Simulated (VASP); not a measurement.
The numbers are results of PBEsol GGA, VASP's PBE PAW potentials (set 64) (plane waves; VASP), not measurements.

VASP ran on this input.

### POSCAR
```
BeHg3Te4
8.9199680
 -0.0015091445   0.7036267578   0.7105682167
  0.7036267578  -0.0015091445   0.7105682167
  0.3510588066   0.3510588066   0.0000000000
Hg Te Be
3 4 1
Cart
  0.7021176132   0.7021176132   1.4149746176
  0.3549248784   0.6982515414   1.0658285968
  0.6982515414   0.3549248784   1.0658285968
  0.1755294033   0.1755294033   0.1784702808
  0.5112874974   0.1908301159   0.5492463774
  0.1908301159   0.5112874974   0.5492463774
  0.5265882099   0.5265882099   0.8606750142
  0.7021176133   0.7021176133   0.7108440891
```

INCAR:
```
SYSTEM = BeHg3Te4
PREC = Accurate
ENCUT = 400
EDIFF = 1E-7
NELM = 100
ALGO = Normal
LREAL = .FALSE.
LASPH = .TRUE.
ISMEAR = -5
GGA = PS
LMAXMIX = 6
LWAVE = .FALSE.
LCHARG = .TRUE.
LORBIT = 11
NEDOS = 601
ISIF = 2
```

File KPOINTS:
```
kpoints
0
gamma
  4 4 7
```

POTCAR, in this order: Hg Te Be (PBE.64 set). Program: vasp_std.

What VASP printed:

**OSZICAR**
```
       N       E                     dE             d eps       ncg     rms          rms(c)
DAV:   1     0.343225149785E+03    0.34323E+03   -0.22938E+04  2738   0.117E+03
DAV:   2     0.714242749699E+00   -0.34251E+03   -0.33123E+03  3108   0.281E+02
DAV:   3    -0.214175602048E+02   -0.22132E+02   -0.21879E+02  3309   0.711E+01
DAV:   4    -0.218285315526E+02   -0.41097E+00   -0.41031E+00  3501   0.896E+00
DAV:   5    -0.218335808358E+02   -0.50493E-02   -0.50486E-02  3206   0.106E+00    0.140E+01
DAV:   6    -0.209076413289E+02    0.92594E+00   -0.25882E+00  3086   0.149E+01    0.107E+01
DAV:   7    -0.208929834659E+02    0.14658E-01   -0.99858E-01  3083   0.452E+00    0.435E+00
DAV:   8    -0.208804324811E+02    0.12551E-01   -0.12859E-01  2983   0.295E+00    0.120E+00
DAV:   9    -0.208806457157E+02   -0.21323E-03   -0.11977E-02  3034   0.963E-01    0.473E-01
DAV:  10    -0.208804153012E+02    0.23041E-03   -0.10841E-03  3078   0.240E-01    0.127E-01
DAV:  11    -0.208804175020E+02   -0.22007E-05   -0.10611E-03  3110   0.220E-01    0.556E-02
DAV:  12    -0.208804045145E+02    0.12988E-04   -0.14612E-04  2988   0.897E-02    0.425E-02
DAV:  13    -0.208804049819E+02   -0.46747E-06   -0.13552E-05  3102   0.137E-02    0.152E-02
DAV:  14    -0.208804055696E+02   -0.58762E-06   -0.69862E-06  2976   0.182E-02    0.108E-02
DAV:  15    -0.208804058260E+02   -0.25640E-06   -0.57406E-07  2874   0.528E-03    0.421E-03
DAV:  16    -0.208804058510E+02   -0.25092E-07   -0.88634E-08  1835   0.130E-03
   1 F= -.20880406E+02 E0= -.20880406E+02  d E =0.000000E+00
```

File OUTCAR:
```
------------------------ aborting loop because EDIFF is reached ----------------------------------------
  FORCE on cell =-STRESS in cart. coord.  units (eV):
  Direction    XX          YY          ZZ          XY          YZ          ZX
  --------------------------------------------------------------------------------------
  Total       -0.0759309     -0.0759309     -0.1520397      0.0498133      0.0000000      0.0000000
  in kB       -0.4872486     -0.4872486     -0.9756390      0.3196520      0.0000000      0.0000000
  external PRESSURE =      -0.6500454 kB  Pullay stress =       0.0000000 kB
  volume of cell :      249.68
      direct lattice vectors                 reciprocal lattice vectors
    -0.013461521  6.276328163  6.338245755    -0.079493914  0.079493914  0.078886181
     6.276328163 -0.013461521  6.338245755     0.079493914 -0.079493914  0.078886181
     3.131433321  3.131433321  0.000000000     0.159671291  0.159671291 -0.157772361
 POSITION                                       TOTAL-FORCE (eV/Angst)
 -----------------------------------------------------------------------------------
      6.26287      6.26287     12.62153        -0.000000     -0.000000      0.004368
      3.16592      6.22838      9.50716        -0.003857      0.003857     -0.003271
      6.22838      3.16592      9.50716         0.003857     -0.003857     -0.003271
      1.56572      1.56572      1.59195        -0.000000     -0.000000      0.001429
      4.56067      1.70220      4.89926         0.000010     -0.000010     -0.002140
      1.70220      4.56067      4.89926        -0.000010      0.000010     -0.002140
      4.69715      4.69715      7.67719        -0.000000     -0.000000      0.010093
      6.26287      6.26287      6.34071         0.000000      0.000000     -0.005068
 -----------------------------------------------------------------------------------
    total drift:                                0.000000      0.000000     -0.000051
  FREE ENERGIE OF THE ION-ELECTRON SYSTEM (eV)
  ---------------------------------------------------
  free  energy   TOTEN  =       -20.8804058510 eV

  energy  without entropy=      -20.8804058510  energy(sigma->0) =      -20.88040585

 total charge

# of ion       s       p       d       tot
------------------------------------------
    1        0.752   0.446   9.349  10.548
    2        0.746   0.412   9.352  10.510
    3        0.746   0.412   9.352  10.510
    4        1.370   1.993   0.037   3.400
    5        1.361   1.999   0.032   3.391
    6        1.361   1.999   0.032   3.391
    7        1.356   1.990   0.026   3.372
    8        0.353   0.470   0.000   0.823
--------------------------------------------------
tot          8.045   9.722  28.180  45.946
```
(Selected blocks of OUTCAR.)

The structure was generated: BeHg3Te4 was put into an ordered model structure (Amm2), which need not be its known phase. It was relaxed first.
